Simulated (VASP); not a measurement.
A VASP calculation is set up with these files.

File POSCAR:
```
SiC
1
    0.0000000000     2.1010836483     2.1010836483
    2.1010836483    -0.0000000000     2.1010836483
    2.1010836483     2.1010836483     0.0000000000
Si C
1 1
Direct
  0.0000000000   0.0000000000   0.0000000000
  0.2500000000   0.2500000000   0.2500000000
```

**KPOINTS**
```
Automatic mesh
0
Gamma
 11 11 11
0 0 0
```

### INCAR
```
ALGO  =  Normal
EDIFF  =  1E-6
EDIFFG  =  -0.02
ENCUT  =  620
GGA  =  PS
IBRION  =  2
ISIF  =  3
ISMEAR  =  0
LASPH  =  .True.
LCHARG  =  .False.
LREAL  =  .False.
LWAVE  =  .False.
NELM  =  100
NSW  =  40
PREC  =  Accurate
PSTRESS  =  300
SIGMA  =  0.05
SYSTEM  =  SiC
```

POTCAR, in this order: Si C (PBE.64 set). Program: vasp_std.

Task: Write an equivalent input for Ansatz.

Result: One equivalent input (not run):
Ansatz 0.2 input:
```yaml
crystal:
  lattice:
    - [0.0000000, 2.1010836, 2.1010836]
    - [2.1010836, 0.0000000, 2.1010836]
    - [2.1010836, 2.1010836, 0.0000000]
  atoms:
    - { symbol: Si, position: [0.0000000, 0.0000000, 0.0000000] }
    - { symbol: C, position: [0.2500000, 0.2500000, 0.2500000] }
kpoints:
  mp_grid: { grid: [11, 11, 11] }
hamiltonian:
  xc: pbesol
  pseudopotentials: { kind: paw }
scf:
  occupations: { method: gaussian, width: 0.05 }
  max_iter: 100
relax:
  max_steps: 40
  f_tol: 0.02
  cell: { p_target: 30 }
output: { forces: true, stress: true, eigenvalues: true }
```
What does not carry over: each code has its own PAW files, so the cut-off isn't converted (ENCUT is set for VASP's; basis.ecutwfc is left out, and Ansatz then takes the one that its files recommend); Ansatz stops its SCF on the density residual and VASP on the energy change (EDIFF).

The structure was generated: SiC was put into the zinc blende type (F-43m), which need not be its known phase. It was relaxed first under an external pressure of 30 GPa.
